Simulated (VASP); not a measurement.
These are vdW-DF2, VASP's PBE PAW potentials (set 64) (plane waves; VASP 6.6.1) values and carry that method's errors.

VASP ran on this input.

**KPOINTS**
```
Automatic
0
Gamma
 10 10 10
0 0 0
```

INCAR:
```
# general
SYSTEM    =  MgS
PREC      =  Accurate
ENCUT     =  520   # plane-wave cut-off (eV)
LREAL     =  F
LASPH     =  T

# electronic loop
EDIFF     =  1E-7
NELM      =  100   # most electronic steps
ALGO      =  Normal   # blocked Davidson

# smearing
ISMEAR    =  -5   # tetrahedra, Bloechl

# functional
GGA       =  ML
LUSE_VDW  =  T
AGGAC     =  0.0
ZAB_VDW   =  -1.8867

# ions
ISIF      =  2   # forces and stress, cell fixed

# output
LWAVE     =  F
LCHARG    =  T
LORBIT    =  11   # lm-projected
NEDOS     =  601
```

### POSCAR
```
MgS
3.7401270
  0.0000000000   0.7071066922   0.7071066922
  0.7071066922   0.0000000000   0.7071066922
  0.7071066922   0.7071066922   0.0000000000
Mg S
1 1
Direct
  0.0000000000   0.0000000000   0.0000000000
  0.5000000000   0.5000000000   0.5000000000
```

POTCAR, in this order: Mg S (PBE.64 set). Program: vasp_std.

Output

### OSZICAR
```
       N       E                     dE             d eps       ncg     rms          rms(c)
DAV:   1     0.285850815631E+02    0.28585E+02   -0.37621E+03   776   0.816E+02
DAV:   2    -0.466407252537E+01   -0.33249E+02   -0.32226E+02  1056   0.109E+02
DAV:   3    -0.586133677047E+01   -0.11973E+01   -0.11973E+01   864   0.282E+01
DAV:   4    -0.586737365941E+01   -0.60369E-02   -0.60369E-02  1232   0.234E+00
DAV:   5    -0.586737812073E+01   -0.44613E-05   -0.44613E-05   912   0.622E-02    0.402E+00
DAV:   6    -0.527679902079E+01    0.59058E+00   -0.18787E+00   784   0.699E+00    0.337E+00
DAV:   7    -0.524874641657E+01    0.28053E-01   -0.33702E-01   984   0.352E+00    0.295E+00
DAV:   8    -0.525945740063E+01   -0.10711E-01   -0.31961E-02   776   0.230E+00    0.120E+00
DAV:   9    -0.525896006052E+01    0.49734E-03   -0.10483E-03  1096   0.307E-01    0.289E-01
DAV:  10    -0.525917916638E+01   -0.21911E-03   -0.51120E-04   848   0.253E-01    0.530E-02
DAV:  11    -0.525916928778E+01    0.98786E-05   -0.75930E-05   984   0.472E-02    0.462E-03
DAV:  12    -0.525916977882E+01   -0.49104E-06   -0.23635E-06   896   0.175E-02    0.127E-02
DAV:  13    -0.525916989145E+01   -0.11263E-06   -0.46933E-07  1000   0.804E-03    0.693E-04
DAV:  14    -0.525916985292E+01    0.38529E-07   -0.70061E-09   456   0.961E-04
   1 F= -.52591699E+01 E0= -.52591699E+01  d E =0.000000E+00
```

File OUTCAR:
```
------------------------ aborting loop because EDIFF is reached ----------------------------------------
  FORCE on cell =-STRESS in cart. coord.  units (eV):
  Direction    XX          YY          ZZ          XY          YZ          ZX
  --------------------------------------------------------------------------------------
  Total        0.0046572      0.0046572      0.0046572      0.0000000      0.0000000      0.0000000
  in kB        0.2016918      0.2016918      0.2016918      0.0000000      0.0000000      0.0000000
  external PRESSURE =       0.2016918 kB  Pullay stress =       0.0000000 kB
  volume of cell :       37.00
      direct lattice vectors                 reciprocal lattice vectors
     0.000000000  2.644668832  2.644668832    -0.189059588  0.189059588  0.189059588
     2.644668832  0.000000000  2.644668832     0.189059588 -0.189059588  0.189059588
     2.644668832  2.644668832  0.000000000     0.189059588  0.189059588 -0.189059588
 POSITION                                       TOTAL-FORCE (eV/Angst)
 -----------------------------------------------------------------------------------
      0.00000      0.00000      0.00000        -0.000000      0.000000     -0.000000
      2.64467      2.64467      2.64467         0.000000     -0.000000      0.000000
 -----------------------------------------------------------------------------------
    total drift:                                0.000000      0.000000      0.000000
  FREE ENERGIE OF THE ION-ELECTRON SYSTEM (eV)
  ---------------------------------------------------
  free  energy   TOTEN  =        -5.2591698529 eV

  energy  without entropy=       -5.2591698529  energy(sigma->0) =       -5.25916985

 total charge

# of ion       s       p       d       tot
------------------------------------------
    1        0.137   0.118   0.036   0.292
    2        1.329   2.538   0.000   3.867
--------------------------------------------------
tot          1.467   2.656   0.036   4.159
```
(Selected blocks of OUTCAR.)

The compound is MgS in the rock salt structure. It was relaxed first, which changed the volume by +5 %.
